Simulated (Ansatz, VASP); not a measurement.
# ScF3: VASP beside Ansatz

```xyz
4
Lattice="4.0258 0.0000 0.0000 0.0000 4.0258 0.0000 0.0000 0.0000 4.0258" Properties=species:S:1:pos:R:3 pbc="T T T"
Sc    0.0000    0.0000    0.0000
F     2.0129    0.0000    0.0000
F     0.0000    2.0129    0.0000
F     0.0000    0.0000    2.0129
```

Change from the starting cell: volume scaled by 1.01.

Alike in both runs: task single point; functional LDA; k mesh 6 × 6 × 6; occupations fermi-dirac, width 0.02 eV; no spin polarisation.

|  | VASP | Ansatz |
| --- | --- | --- |
| version | VASP 6.6.1 | Ansatz 0.2.0 |
| potentials or method | VASP PAW LDA potentials, release 64 (Sc_sv, F), cutoff 520 eV | all-electron LAPW, scalar-relativistic |

Ansatz gave:

* gap on the k mesh at the Fermi level (eV): 6.16
* pressure (GPa): -3.8

Task: Which values does VASP return?

Result: gap on the k mesh at the Fermi level (eV): 6.13; pressure (GPa): -3.3.

Ansatz ran all-electron here, so the differences hold the error of VASP's frozen core and of both bases.

A k mesh can miss the band edges.
